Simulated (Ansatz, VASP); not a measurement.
# CaO (Lime) in two plane-wave programs, part 2 of 2

Wanted: the spread between two codes on one cell, functional and k mesh. The cell is taken from a series of runs on this material, whose earlier steps may have relaxed, scaled, displaced or heated it; both programs get it as it stands.

VASP 6.6.1 and Ansatz 0.2.0.

So far: The starting structure; VASP: zone-centre phonons, LDA.

## 3. Ansatz: zone-centre phonons, LDA

Level of this step: Ansatz beside VASP: Kohn-Sham DFT, plane waves, LDA (Ansatz).

Ansatz runs on its default PAW (the set named soft_2) files.

The same cell, functional (in two slightly different forms) and mesh now go to Ansatz, which takes its cutoff from its data sets.

Contents of input.yaml:

```yaml
crystal:
  lattice:
    - [0.0, 2.3421218322, 2.3421218322]
    - [2.3421218322, 0.0, 2.3421218322]
    - [2.3421218322, 2.3421218322, 0.0]
  atoms:
    - { symbol: Ca, position: [0.0, 0.0, 0.0] }
    - { symbol: O, position: [0.5, 0.5, 0.5] }
kpoints:
  mp_grid: { grid: [8, 8, 8] }
hamiltonian:
  xc: lda
scf:
  occupations: { method: fixed }
output:
  eigenvalues: true
phonons:
  method: dfpt
  dielectric: true
  rigid_motions: translations
  qmesh: [4, 4, 4]
  temperatures: { t_max: 1000, t_step: 50 }
  qpath:
    path:
      - [[0.0, 0.0, 0.0], [0.5, 0.0, 0.5], [0.625, 0.25, 0.625]]
      - [[0.375, 0.375, 0.75], [0.0, 0.0, 0.0], [0.5, 0.5, 0.5], [0.5, 0.25, 0.75], [0.5, 0.0, 0.5]]
    npoints: 10
```

Started as:

```
ansatz run input.yaml --threads 4 --pin off --max-ram 16384MiB --backend cpu --events-out ev --progress --plain --runs-dir out
```

Numbers of over 12 decimals in the logs are rounded to 6 here.

What it wrote:

```text
Engine: ansatz 0.2.0, x86_64-unknown-linux-gnu
Pseudopotentials: kind: paw
Pseudopotential: Ca, paw, valence charge 10, recommended cutoff 420 eV (normal), Ca.paw.azcp
Pseudopotential: O, paw, valence charge 6, recommended cutoff 420 eV (normal), O.paw.azcp
Functional definition: SPW92
  exchange = slater_x
  correlation = pw_c
Crystal: 2 atoms, lattice volume = 25.696 Å³
Basis set: ecut = 420 eV, 531 PW (Γ), exchange–correlation on 48×48×48 points (8 copies of the dense FFT grid, shifted against one another)
Bands: 12, of which v1, the nominal top of the filled ones, is band 8 counted from 1 (7 counted from 0)
Symmetry: 48 space group operations
k-points: 59 of 512 (irreducible under 8 space group operations, time reversal used)
Non-local potential: Ca, projectors of the file, l = 0: 3, l = 1: 2, l = 2: 2
Non-local potential: O, projectors of the file, l = 0: 2, l = 1: 2, l = 2: 1
PAW form: soft (Blöchl's): semilocal exchange-correlation on the pseudo side does not see the compensation charge
PAW frozen core: Ca, regenerated for the run's functional, and the local potential with it (the file was generated under x = pbe(κ = 0.804, μ = 0.219515), c = pbe(β = 0.066725))
PAW frozen core: O, regenerated for the run's functional, and the local potential with it (the file was generated under x = pbe(κ = 0.804, μ = 0.219515), c = pbe(β = 0.066725))
PAW one-centre angular grid: Ca, 110 points (default); XC on 64 Gauss nodes
PAW one-centre angular grid: O, 110 points (default); XC on 64 Gauss nodes
Initial density: superposition of atomic densities (neutral atoms: chi_scale 0, normalization atom), corrected by the library's trained network
Initial wavefunctions: pseudopotential atomic-orbital guess
Functional: x = slater, c = lda
SCF iter   1: F=—  HF=-2331.656459 eV  |F-HF|=—  |Δ(HF+E_count)|=         —  Δρ=1.73e-2  dr2=7.40e-2  ethr=1.77e-3  ⟨swp⟩=4.9  Hψ=4234  notcnv=0  defer=18
preconditioner: auto → none  [insulator: Δε(μ)=3.175 eV  Ē_g=18.097 eV  n_scr=8 (ndim 8)  ℏωp=27.4 eV  f_vac=0.000  ε∞_Penn≈3.3]
SCF iter   2: F=—  HF=-2331.649132 eV  |F-HF|=—  |Δ(HF+E_count)|=   7.33e-3  Δρ=1.53e-2  dr2=4.68e-2  ethr=4.62e-4  ⟨swp⟩=2.0  Hψ=1516  notcnv=0  defer=100
SCF iter   3: F=—  HF=-2331.637462 eV  |F-HF|=—  |Δ(HF+E_count)|=   1.17e-2  Δρ=2.56e-3  dr2=9.62e-4  ethr=2.92e-4  ⟨swp⟩=2.0  Hψ=1009  notcnv=0  defer=112
SCF iter   4: F=—  HF=-2331.637171 eV  |F-HF|=—  |Δ(HF+E_count)|=   2.91e-4  Δρ=4.70e-4  dr2=1.38e-5  ethr=6.01e-6  ⟨swp⟩=2.8  Hψ=1255  notcnv=0  defer=113
SCF iter   5: F=—  HF=-2331.637166 eV  |F-HF|=—  |Δ(HF+E_count)|=   5.12e-6  Δρ=8.59e-5  dr2=1.45e-6  ethr=8.63e-8  ⟨swp⟩=2.0  Hψ=1173  notcnv=0  defer=4
SCF iter   6: F=—  HF=-2331.637166 eV  |F-HF|=—  |Δ(HF+E_count)|=   7.83e-7  Δρ=8.39e-6  dr2=6.90e-9  ethr=9.06e-9  ⟨swp⟩=2.0  Hψ=1113  notcnv=0
SCF iter   7: F=-2331.637166 eV  HF=-2331.637166 eV  |F-HF|=1.82e-12  |Δ(HF+E_count)|=  7.02e-10  Δρ=6.95e-7  dr2=6.09e-11  ethr=1.00e-12  ⟨swp⟩=5.8  Hψ=4612  notcnv=0
SCF 1 converged in 7 iterations: F = -2331.637166 eV  dr2 = 6.09e-11
  greatest PAW one-centre occupation: 0.996 electrons in one spin orbital (limit 2), on the Ca atom at site 0 (counted from 0), in its partial waves of l = 0
DFPT response loops at Γ: preconditioner auto → none (the input reference at scf.mixing.eps_inf says where Resta's filter doesn't serve); β = 0.50; Broyden in place of MSR1
── the response to a field inside a basis, on 8×8×8 k-points: an SCF that follows is theirs, and a resumed run solves both again ──
Bands: 9, of which v1, the nominal top of the filled ones, is band 8 counted from 1 (7 counted from 0)
k-points: 60 of 512 (irreducible under 12 space group operations)
Initial density: handed on by an earlier stage of this run
Initial wavefunctions: pseudopotential atomic-orbital guess (no wavefunctions were taken with the density)
Eigensolver: Dense (60 Hₖ)
SCF iter   1: F=—  HF=-2331.641541 eV  |F-HF|=—  |Δ(HF+E_count)|=         —  Δρ=8.61e-4  dr2=2.79e-5  ethr=1.00e-1
preconditioner: auto → none  [insulator: Δε(μ)=3.655 eV  Ē_g=16.172 eV  n_scr=8 (ndim 8)  ℏωp=27.4 eV  f_vac=0.000  ε∞_Penn≈3.9]
SCF iter   2: F=—  HF=-2331.641537 eV  |F-HF|=—  |Δ(HF+E_count)|=   3.96e-6  Δρ=4.13e-4  dr2=1.58e-5  ethr=1.74e-7
SCF iter   3: F=—  HF=-2331.641537 eV  |F-HF|=—  |Δ(HF+E_count)|=   1.09e-7  Δρ=2.73e-4  dr2=9.44e-6  ethr=9.86e-8
SCF iter   4: F=-2331.641535 eV  HF=-2331.641535 eV  |F-HF|=3.02e-9  |Δ(HF+E_count)|=   2.22e-6  Δρ=2.22e-5  dr2=3.60e-8  ethr=5.90e-8
SCF 1 converged in 4 iterations: F = -2331.641535 eV  dr2 = 3.60e-8
DFPT response loops at Γ: mixed as the last ones told, above
NSCF: frozen V_eff on 29 k-points
NSCF: frozen V_eff on 576 k-points
DFPT response loops at q = (0, 0, 0.25) (fractional): mixed as the last ones told, above
NSCF: frozen V_eff on 300 k-points
DFPT response loops at q = (0, 0, -0.5) (fractional): preconditioner auto → Resta (q_TF=auto, 2.521 Å⁻¹)  ε∞=4.2 (no band partly filled); β = 1.00, the filter's whole step (`scf.mixing.beta` (0.50) is not read by the response loops at its default; to damp them type it under 1.00, their step now; it binds the ground state too); Broyden in place of MSR1
NSCF: frozen V_eff on 328 k-points
[...]
Internal energy: -2331.637166 eV  (E = F + TS)
E sigma→0 (E₀):  -2331.637166 eV
Fermi energy:    8.174883 eV
--- Per-component energies (eV) ---
  E_band       = -88.400022
  E_kinetic    = 456.531825
  E_local      = -852.197581  (includes V_loc(G=0)·N_el)
  E_nonlocal   = 117.075144
  E_hartree    = 279.926073
  E_xc         = -210.464168
  E_vxc        = -266.848273  (∫ρ·V_xc dr)
  E_paw        = -963.495219  (= ΣΔE_a)
  E_vpaw       = -102.815840  (= ΣTr[D̂ρ^β])
  E_aug_tail   = 0.002474  (compensation charges beyond the density's cutoff)
  E_ewald      = -1159.395803
  E_core_change = 0.380087  (= ΣΔE_core)
  E_smearing   = -0.000000  (= −TS)
  E_closure    = -0.000000  (closes the sum)
  Σ components = -2331.637166   (vs F -2331.637166, Δ=0.00e0)
--- Band table (eV; the first three rows and the last of 59) ---
  k-point 0: bands = [... 4 lower, -7.1813, 8.1749, 8.1749, 8.1749, 13.3964, 14.4778, 14.4778, 14.4778]
  k-point 1: bands = [... 4 lower, -6.8533, 7.6029, 7.9296, 7.9296, 14.0882, 14.4463, 14.7737, 14.7737]
  k-point 2: bands = [... 4 lower, -6.2496, 6.5131, 7.4103, 7.4103, 14.5383, 15.5544, 15.5544, 15.5848]
  k-point 58: bands = [... 4 lower, -6.3673, 6.7421, 7.1110, 7.1110, 14.6062, 14.6062, 17.1059, 18.2494]
--- Phonons (Γ-DFPT): 2 representative perturbations + reference, on 59 of 512 k-points (Σ response iterations 6) ---
  k mesh reduced under 8 symmetry operations, with k and −k counted as one. Each operation leaves every solved perturbation unchanged. A smaller set is not considered because the run solves the response to a homogeneous field
  ASR residual: 5.741e-4 → 0.000e0 eV/Å²; symmetrization residual: 1.120e-6 eV/Å²
  ASR residual per site (eV/Å²): 5.74e-4 1.14e-5
  Γ frequencies (cm⁻¹): 0.00 0.00 0.00 301.47 301.47 301.47
  ε∞ (high-frequency dielectric tensor):
        3.891728    -0.000000    -0.000000
       -0.000000     3.891728     0.000000
       -0.000000     0.000000     3.891728
  ε⁰ (static dielectric tensor: ions relaxed, cell fixed):
       14.337714    -0.000000    -0.000000
       -0.000000    14.337714     0.000000
       -0.000000     0.000000    14.337714
  ε⁰ − ε∞ (ionic part):
       10.445986    -0.000000    -0.000000
       -0.000000    10.445986     0.000000
       -0.000000     0.000000    10.445986
  softest optical mode at Γ: 301.47 cm⁻¹; the repairs (sum rule, projections) moved no ω² at Γ by more than (2.00 cm⁻¹)²
  Born effective charges Z* (e; rows j = field, columns β = displacement):
    site 0:
         2.38093   -0.00000    0.00000
        -0.00000    2.38093    0.00000
        -0.00000    0.00000    2.38093
    site 1:
        -2.38093    0.00000   -0.00000
         0.00000   -2.38093   -0.00000
         0.00000   -0.00000   -2.38093
  Z* charge neutrality: 1.018e-3 e pre-enforcement
  solved inside a basis spanned on kpoints, on 8×8×8 k-points, its susceptibility summed on 12×12×12: ε∞ is read to err by 9.0e-3, Z* by 1.2e-2 e (field_mesh: kpoints solves on kpoints); Z* is corrected for what the basis lacks
  optical modes at Γ without the LO–TO term, one row a degenerate level:
      ω (cm⁻¹)  modes    IR ((D/Å)²/amu)
        301.47      3            34.3133
  optical modes at Γ + LO–TO along q̂ = [1.0000, 0.0000, 0.0000]:
      ω (cm⁻¹)  modes    IR ((D/Å)²/amu)
        301.47      2            22.8755
        578.65      1            11.4378
  optical modes at Γ + LO–TO along q̂ = [0.0000, 1.0000, 0.0000]:
      ω (cm⁻¹)  modes    IR ((D/Å)²/amu)
        301.47      2            22.8755
        578.65      1            11.4378
  optical modes at Γ + LO–TO along q̂ = [0.0000, 0.0000, 1.0000]:
      ω (cm⁻¹)  modes    IR ((D/Å)²/amu)
        301.47      2            22.8755
        578.65      1            11.4378
--- Phonons (arbitrary-q DFPT): 8 irreducible q on the 4×4×4 mesh ---
  q = [0.0000, 0.0000, 0.0000] (star 1, of the zone-centre solve; hermiticity 5.86e-7, symmetrization 9.41e-15): -0.00 -0.00 0.00 301.47 301.47 301.47
  q = [0.0000, 0.0000, 0.2500] (star 8, 2 solved perturbations on 288 of 512 k-point pairs; hermiticity 1.37e-7, symmetrization 3.80e-14): 140.91 140.91 242.09 318.97 318.97 553.73
  q = [0.0000, 0.0000, -0.5000] (star 4, 2 solved perturbations on 150 of 512 k-point pairs; hermiticity 8.58e-8, symmetrization 3.81e-8): 195.55 195.55 333.54 333.54 389.40 494.45
  q = [0.0000, 0.2500, 0.2500] (star 6, 4 solved perturbations in 528 linear systems a pass and spin channel, the states on 164 of 512 k-point pairs; hermiticity 2.70e-7, symmetrization 1.58e-14): 146.72 146.72 256.71 318.40 318.40 504.33
  q = [0.0000, 0.2500, -0.5000] (star 24, 4 solved perturbations in 1600 linear systems a pass and spin channel, the states on 512 of 512 k-point pairs; hermiticity 3.56e-7, symmetrization 9.57e-9): 203.19 241.95 326.00 328.31 351.05 446.09
  q = [0.0000, 0.2500, -0.2500] (star 12, 4 solved perturbations in 904 linear systems a pass and spin channel, the states on 288 of 512 k-point pairs; hermiticity 2.88e-7, symmetrization 2.48e-14): 193.63 227.75 314.46 332.27 343.04 485.82
  q = [0.0000, -0.5000, -0.5000] (star 3, 4 solved perturbations in 308 linear systems a pass and spin channel, the states on 95 of 512 k-point pairs; hermiticity 3.79e-7, symmetrization 3.28e-9): 205.30 205.30 321.30 325.84 325.84 397.33
  q = [0.2500, -0.5000, -0.2500] (star 6, 4 solved perturbations in 502 linear systems a pass and spin channel, the states on 164 of 512 k-point pairs; hermiticity 3.89e-7, symmetrization 1.00e-8): 256.90 280.21 280.21 361.54 361.54 381.07
  sum rule: each row above includes the acoustic sum rule's correction from the zone centre's row sums; it moved no ω² by more than (1.97 cm⁻¹)²
  mesh force constants: q→R imaginary residual 1.73e-18; ASR residual 5.741e-4 → 0.000e0 eV/Å²; symmetrization residual 8.882e-15 eV/Å²
  interpolated dispersion: 63 rows × 6 modes
  density of states and harmonic sums: on the 24×24×24 q-mesh, interpolated from the force constants of a 4×4×4 supercell (with the dipole–dipole term)
  largest difference from the sums on the solved wave vectors: F 8.80e-3 eV, S 1.29e-5 and C_V 3.97e-6 eV/K
  zero-point energy: 0.114435 eV/cell   skipped modes (ω ≤ 0): 3   left out of the sums: 3.62e-5 of the cell's modes: C_V's classical limit lies that fraction below 3 k_B per atom; for a crystal, a wire or a layer, F and S can be off by more, and a phonons.interpolated_qmesh denser along its periods is the remedy for the sampling
[key lines of the parts left out:]
SCF converged after 7 iterations
Free energy (F): -2331.637166 eV
```

## 4. Differences

Known differences besides the potentials themselves: the two LDA forms differ slightly; fixed occupations in Ansatz, narrow Gaussian smearing in VASP; VASP's run holds the zone centre alone; VASP's response is taken on the typed mesh, Ansatz refines its own for the field response alone; the cutoff is 420 eV in Ansatz and 600 eV in VASP; VASP's log shows a relativistic correction to its local exchange, Ansatz's none. Total energies have different zeros and are not compared.

The two programs side by side:

```
                                     quantity  Ansatz   VASP  difference
                                        ε∞ xx    3.89   3.90     -0.12 %
                                        ε∞ yy    3.89   3.90     -0.12 %
                                        ε∞ zz    3.89   3.90     -0.12 %
Born charge of Ca1 (mean of the diagonal) (e)    2.38   2.38        0.00
 Born charge of O2 (mean of the diagonal) (e)   -2.38  -2.38        0.00
                   optical mode 1 to 3 (cm⁻¹)   301.5  310.4     -2.86 %
```

Modes are paired by rising frequency, not by their patterns, so a pair may set unlike modes beside each other; they are those without the splitting of longitudinal modes.

## 5. Summary of results

| Quantity | Value |
| --- | --- |
| r.m.s. difference of the optical zone-centre modes, each program's sorted by frequency (zone-centre phonons, LDA) | 8.9 cm⁻¹ |
| difference in optical mode 1 to 3 (zone-centre phonons, LDA) | -2.9 % |

In words: The r.m.s. difference of the optical zone-centre modes, each program's sorted by frequency is 8.9 cm⁻¹ (zone-centre phonons, LDA). Among the rows given in per cent, the largest difference of the zone-centre phonons, LDA pair is in optical mode 1 to 3, -2.9 %. How closely two codes agree says nothing of how well the functional describes the real material.

[Lines on the potential files, build, host, timing and source positions are cut from VASP's logs without a mark.]

[Logs are printed without paths, hosts, clocks, repeated set-up lines and the standing remarks that a program may print on its own settings, such as how far it seeks lower states.]

[Hosts, paths, dates, database ids (printed as entryN), source tags and the programs' standing remarks are cut or masked in the printed files.]
